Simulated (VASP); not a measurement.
## ZnH16Cl2O8: single point with PBE

The system is ZnH16Cl2O8.

```
O H Zn Cl
1.0
     6.95619    0.00000    0.00000
     0.00000    6.95619    0.00000
     0.00000    0.00000    6.95619
O H Zn Cl
8 16 1 2
Cartesian
  1.1971 6.4322 -0.2724
  3.3663 6.8284 3.7198
  1.9477 4.7358 5.1039
  6.7936 2.1148 0.1437
  5.3899 4.7240 6.3212
  2.1344 2.5486 3.5326
  0.1028 4.2755 1.4807
  4.0703 4.0691 2.9213
  1.6404 6.5236 0.6150
  1.9479 6.6267 -0.8855
  4.2681 6.7764 3.3889
  3.0671 7.7660 3.5349
  1.5721 4.6519 4.2979
  2.4135 3.8826 5.0882
  7.4868 1.1241 -0.3386
  6.3569 1.5591 0.8203
  4.6315 4.5731 5.7460
  5.2832 5.6753 6.2905
  1.7307 1.8647 4.0518
  2.0848 2.0580 2.4777
  -0.6591 3.8157 1.0777
  -0.3078 5.2226 1.6441
  4.6564 4.8036 2.7234
  4.6135 3.3049 2.8644
  0.9381 3.9724 6.7193
  2.9906 2.2224 6.5671
  6.2967 0.0978 2.3939
```

The cell was built by a generator and needn't be a form met in nature.

```json
{
  "Program": "VASP 6.6.1",
  "Task": "single point",
  "Functional": "PBE",
  "Potentials or basis": "VASP PAW PBE potentials, release 64 (O, H, Zn, Cl)",
  "Cutoff": "520 eV",
  "k mesh": "1 × 1 × 1",
  "Occupations": "fermi-dirac, width 0.02 eV",
  "Spin": "no spin polarisation"
}
```

```yaml
Pressure: 0.7 GPa
Largest_force: 5.945 eV/Å
Band_gap_on_the_k_mesh: 3.20 eV, direct
```

Forces on the atoms (eV/Å):
```
O    0.649  1.016  0.994
O   -1.405  0.826  0.190
O    1.576 -0.491  4.645
O    2.826 -3.414 -2.954
O    0.025  0.088 -0.174
O    0.019 -1.754 -5.338
O   -0.692  1.360  0.411
O   -0.971  1.221  0.185
H   -0.600  0.252 -0.443
H   -0.229 -0.160 -0.055
H    0.875  0.289 -0.343
H    0.829 -0.956  0.337
H   -2.658  0.199 -5.314
H    1.424 -0.800  0.042
H   -2.218  3.088  1.883
H   -0.252 -0.097  0.738
H   -0.447 -1.416 -0.557
H    0.729  1.384  0.560
H   -0.932 -0.953  0.919
H   -0.002  2.401  4.160
H   -0.591 -0.392  0.364
H    0.826 -0.304  0.220
H    0.388  0.638 -0.148
H    0.937 -1.606 -0.038
Zn   0.636 -0.776 -0.369
Cl  -0.628  0.695  0.121
Cl  -0.114 -0.338 -0.035
```

Stress tensor (GPa, compression positive):
```
 1.31  2.27  0.07
 2.27 -0.59 -0.61
 0.07 -0.61  1.47
```

Levels at points of the mesh, in eV from the valence-band top:
```
           k point  band 43  band 44  band 45  band 46  band 47  band 48
(0.00, 0.00, 0.00)    -0.23    -0.07     0.00     3.20     5.16     5.97
```

It took 38 s on 1 thread of Intel(R) Xeon(R) Platinum 8488C (Sapphire Rapids) (shared host), peak memory 0.37 GiB.

A hybrid or GW would open this gap; PBE tends to underestimate it.
